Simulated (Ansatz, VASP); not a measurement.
# InP in two plane-wave programs, part 2 of 2

Aim: how closely do two programs agree when they are given the same cell, functional and k mesh? The cell is taken from a series of runs on this material, whose earlier steps may have relaxed, scaled, displaced or heated it; both programs get it as it stands.

VASP 6.6.1 and Ansatz 0.2.0.

So far: Starting point; VASP: G0W0 gap, r2SCAN.

**3. Ansatz: G0W0 gap, r2SCAN**

Level of this step: Ansatz beside VASP: Kohn-Sham DFT, plane waves, r2SCAN (Ansatz).

Ansatz runs on its default PAW (the set named soft_2) files.

The same cell, functional and mesh now go to Ansatz, which takes its cutoff from its data sets.

The input, input.yaml:

```yaml
crystal:
  lattice:
    - [-2.0825373021, -2.9451525, 2.0644345881]
    - [2.0825373021, -2.9451525, 2.0644345881]
    - [0.0, 0.0, 4.1288691762]
  atoms:
    - { symbol: In, position: [0.0008012407, 0.0008012407, -0.0008012407] }
    - { symbol: P, position: [0.7491987593, 0.7491987593, 0.7508012407] }
kpoints:
  mp_grid: { grid: [6, 6, 6] }
hamiltonian:
  xc: r2scan
scf:
  occupations: { method: fixed }
gw:
  n_empty_bands: 211
  ecut_chi: 150.0
  qp_bands: [v3, c2]
  screening: { model: contour_deformation }
```

Started as:

```console
$ ansatz run input.yaml --threads 14 --pin off --max-ram 73728MiB --backend cpu --events-out ev --progress --plain --runs-dir out
```

Numbers of over 12 decimals in the logs are rounded to 6 here.

Log:

```text
Engine: ansatz 0.2.0, aarch64-unknown-linux-gnu
Pseudopotentials: kind: paw
Pseudopotential: In, paw, valence charge 13, recommended cutoff 500 eV (meta_gga), In.paw.azcp
Pseudopotential: P, paw, valence charge 5, recommended cutoff 500 eV (meta_gga), P.paw.azcp
Functional definition: r2SCAN
  parameter k0 = 0.174
  parameter k1 = 0.065
  parameter a1 = 4.9479
  exchange = r2scan_x(k0 = k0, k1 = k1, a1 = a1)
  correlation = r2scan_c
Crystal: 2 atoms, lattice volume = 50.648 Å³
Basis set: ecut = 500 eV, 1267 PW (Γ), exchange–correlation on 128×128×128 points (64 copies of the dense FFT grid, shifted against one another)
Bands: 13, of which v1, the nominal top of the filled ones, is band 9 counted from 1 (8 counted from 0)
Symmetry: 4 space group operations
Space group: Imm2 (ITA 44), of the structure as read, at distance tolerance 3.7e-5 Å
k-points: 46 of 216 (time reversal used)
Non-local potential: In, projectors of the file, l = 0: 2, l = 1: 2, l = 2: 2, l = 3: 2
Non-local potential: P, projectors of the file, l = 0: 2, l = 1: 2, l = 2: 2
PAW form: soft (Blöchl's): semilocal exchange-correlation on the pseudo side does not see the compensation charge
PAW frozen core: In, regenerated for the run's functional (the file was generated under x = pbe(κ = 0.804, μ = 0.219515), c = pbe(β = 0.066725))
PAW frozen core: P, regenerated for the run's functional (the file was generated under x = pbe(κ = 0.804, μ = 0.219515), c = pbe(β = 0.066725))
PAW one-centre angular grid: In, 590 points (default); XC on 289 of its mesh's 2783 points in the sphere
PAW one-centre angular grid: P, 302 points (default); XC on 160 Gauss nodes
Initial density: superposition of atomic densities (neutral atoms: chi_scale 0, normalization atom), corrected by the library's trained network
Initial wavefunctions: pseudopotential atomic-orbital guess
Functional: x = r2scan, c = r2scan; τ floored in thin density (d = 2e-4 eV/Å³)
SCF iter   1: F=—  HF=-6371.716895 eV  |F-HF|=—  |Δ(HF+E_count)|=         —  Δρ=6.87e-3  dr2=1.75e-2  dr2_τ=1.11e-2  ethr=1.77e-3  ⟨swp⟩=5.0  Hψ=3257  notcnv=0  defer=83
preconditioner: auto → none  [insulator: Δε(μ)=1.028 eV  Ē_g=15.540 eV  n_scr=14 (ndim 8)  ℏωp=22.1 eV  f_vac=0.021  ε∞_Penn≈3.0]
SCF iter   2: F=—  HF=-6371.724992 eV  |F-HF|=—  |Δ(HF+E_count)|=   8.10e-3  Δρ=1.86e-3  dr2=1.93e-3  dr2_τ=1.07e-4  ethr=9.71e-5  ⟨swp⟩=3.0  Hψ=1550  notcnv=0  defer=92
SCF iter   3: F=—  HF=-6371.725025 eV  |F-HF|=—  |Δ(HF+E_count)|=   3.30e-5  Δρ=1.10e-3  dr2=3.55e-4  dr2_τ=1.04e-5  ethr=1.07e-5  ⟨swp⟩=3.2  Hψ=1109  notcnv=0  defer=92
SCF iter   4: F=—  HF=-6371.725115 eV  |F-HF|=—  |Δ(HF+E_count)|=   8.99e-5  Δρ=5.15e-4  dr2=7.92e-5  dr2_τ=1.40e-6  ethr=1.97e-6  ⟨swp⟩=1.9  Hψ=669  notcnv=0  defer=90
SCF iter   5: F=—  HF=-6371.725126 eV  |F-HF|=—  |Δ(HF+E_count)|=   1.08e-5  Δρ=1.07e-4  dr2=3.29e-6  dr2_τ=7.43e-8  ethr=4.40e-7  ⟨swp⟩=2.2  Hψ=875  notcnv=0  defer=84
SCF iter   6: F=-6371.725127 eV  HF=-6371.725127 eV  |F-HF|=1.71e-8  |Δ(HF+E_count)|=   7.83e-7  Δρ=1.58e-5  dr2=7.73e-8  dr2_τ=1.86e-9  ethr=5.56e-10  ⟨swp⟩=5.4  Hψ=3302  notcnv=0
SCF 1 converged in 6 iterations: F = -6371.725127 eV  dr2 = 7.73e-8
  greatest PAW one-centre occupation: 0.981 electrons in one spin orbital (limit 2), on the In atom at site 0 (counted from 0), in its partial waves of l = 2
NSCF: frozen V_eff on 46 k-points
G₀W₀ screening: q 1/46
[... further progress lines ...]
NSCF: frozen V_eff on 1 k-points
NSCF: frozen V_eff on 1 k-points
[...]
SCF converged after 6 iterations
Free energy (F): -6371.725127 eV
Harris-Foulkes:  -6371.725127 eV  (|F-HF|=1.71e-8)
Internal energy: -6371.725127 eV  (E = F + TS)
E sigma→0 (E₀):  -6371.725127 eV
Fermi energy:    6.782198 eV
--- Per-component energies (eV) ---
  E_band       = -62.802580
  E_kinetic    = 313.276580
  E_local      = -1403.523519  (includes V_loc(G=0)·N_el)
  E_nonlocal   = 401.587456
  E_hartree    = 554.690804
  E_xc         = -259.022048
  E_vxc        = -171.262674  (∫ρ·V_xc dr)
  E_paw        = -4761.427771  (= ΣΔE_a)
  E_vpaw       = -322.474934  (= ΣTr[D̂ρ^β])
  E_aug_tail   = 0.000008  (compensation charges beyond the density's cutoff)
  E_vtau       = 10.217931  (kinetic-family band-sum trace: ∫τ·v_τ [+ j·A + Jᵃ·Aᵃ] dr)
  E_ewald      = -1218.181342
  E_core_change = 0.874704  (= ΣΔE_core)
  E_smearing   = -0.000000  (= −TS)
  E_closure    = -0.000000  (closes the sum)
  Σ components = -6371.725127   (vs F -6371.725127, Δ=0.00e0)
--- Band table (eV; the first three rows and the last of 46) ---
  k-point 0: bands = [... 5 lower, -5.2115, 6.7199, 6.7286, 6.7822, 7.8689, 11.1179, 11.1745, 11.2132]
  k-point 1: bands = [... 5 lower, -4.8826, 4.6037, 6.4097, 6.4300, 8.8855, 11.5828, 11.5909, 11.6652]
[...]
24    11     10.9157    -7.6155    -4.3460   -11.9719  0.7655    10.9261    10.9261  root
    25     7      2.7240   -17.0205     2.4799   -14.0862  0.7106     2.2630     2.2697  root
    25     8      5.2134   -15.6825     1.4836   -13.7406  0.7515     4.7493     4.7552  root
    25     9      5.4539   -15.8763     1.5427   -13.8770  0.7518     4.9915     4.9973  root
    25    10      9.8520    -8.3804    -4.0173   -12.4073  0.7756     9.8616     9.8616  root
    25    11     10.7901    -7.5633    -4.3125   -11.8812  0.7665    10.7955    10.7955  root
    26     7      1.7868   -17.2536     2.8938   -13.9299  0.6992     1.3526     1.3569  root
    26     8      3.9702   -15.1576     2.0336   -12.6449  0.7332     3.4827     3.4912  root
    26     9      4.9789   -15.5709     1.6536   -13.4509  0.7482     4.5060     4.5125  root
    26    10     10.5783    -8.3366    -4.2514   -12.6582  0.7664    10.6486    10.6484  root
    26    11     10.8642    -7.3438    -4.3463   -11.6611  0.7655    10.8351    10.8350  root
    27     7      1.1414   -16.8762     3.1340   -13.3220  0.6969     0.7170     0.7213  root
    27     8      3.5728   -15.1405     2.2148   -12.4467  0.7244     3.0845     3.0937  root
    27     9      4.6009   -15.3628     1.8007   -13.0881  0.7437     4.1198     4.1269  root
    27    10     10.7011    -8.4878    -4.3439   -12.8938  0.7630    10.7633    10.7632  root
    27    11     11.3230    -6.4302    -4.2871   -10.6600  0.7672    11.2658    11.2657  root
    28     7      1.7771   -17.2497     2.8917   -13.9288  0.6990     1.3435     1.3479  root
    28     8      3.9891   -15.1577     2.0302   -12.6486  0.7333     3.5017     3.5103  root
    28     9      4.9854   -15.5680     1.6592   -13.4411  0.7482     4.5113     4.5178  root
    28    10     10.6105    -8.2333    -4.2527   -12.5481  0.7665    10.6726    10.6725  root
    28    11     10.9236    -7.4424    -4.3658   -11.7877  0.7646    10.9031    10.9031  root
    29     7      1.1508   -16.5264     3.2028   -12.9122  0.6930     0.7351     0.7395  root
    29     8      4.5348   -15.5380     1.7406   -13.3249  0.7436     4.0552     4.0624  root
    29     9      5.3705   -15.8983     1.5878   -13.8516  0.7510     4.9058     4.9117  root
[...]
44     9      5.0857   -15.7816     1.6989   -13.6173  0.7479     4.6141     4.6204  root
    44    10      9.7423    -7.2636    -3.9647   -11.2002  0.7828     9.7143     9.7143  root
    44    11     12.1819    -7.6455    -4.9057   -12.6008  0.7342    12.2316    12.2315  root
    45     7      0.8740   -17.1101     3.2459   -13.4413  0.6930     0.4467     0.4511  root
    45     8      4.3237   -15.4838     1.9703   -13.0431  0.7386     3.8461     3.8534  root
    45     9      4.4190   -15.5158     1.9587   -13.0850  0.7393     3.9398     3.9470  root
    45    10      8.7623    -6.4533    -3.6338    -9.9672  0.7923     8.6427     8.6423  root
    45    11      9.3165    -7.7180    -3.9134   -11.6443  0.7828     9.3294     9.3294  root
```

The column dr2 measures how far the density is from self-consistency, as an energy; F and HF (Harris–Foulkes) agree once it is small.

**4. Differences**

Known differences besides the potentials themselves: VASP keeps PBE cores, Ansatz makes them for the functional; fixed occupations in Ansatz, narrow Gaussian smearing in VASP; the cutoff is 500 eV in Ansatz and 300 eV in VASP; Ansatz integrates over frequency by contour deformation, VASP on a grid of NOMEGA points. Total energies have different zeros and are not compared.

Both answers:

| quantity | Ansatz | VASP | difference |
| --- | --- | --- | --- |
| G0W0 gap on the mesh (eV) | 1.40 | 1.41 | 0.00 |
| Kohn-Sham gap under it (eV) | 1.09 | 1.07 | +0.02 |

**5. Results**

| Property | Result |
| --- | --- |
| difference in G0W0 gap on the mesh (G0W0 gap, r2SCAN) | -0.0020 eV |

What this shows: The difference in G0W0 gap on the mesh is -0.0020 eV (G0W0 gap, r2SCAN). Such differences can come from data sets, numerical settings and the points named under the comparisons, not from the functional's error against experiment.

[Lines on the potential files, build, host, timing and source positions are cut from VASP's logs without a mark.]

[Logs are printed without paths, hosts, clocks, repeated set-up lines and the standing remarks that a program may print on its own settings, such as how far it seeks lower states.]

[Hosts, paths, dates, database ids (printed as entryN), source tags and the programs' standing remarks are cut or masked in the printed files.]
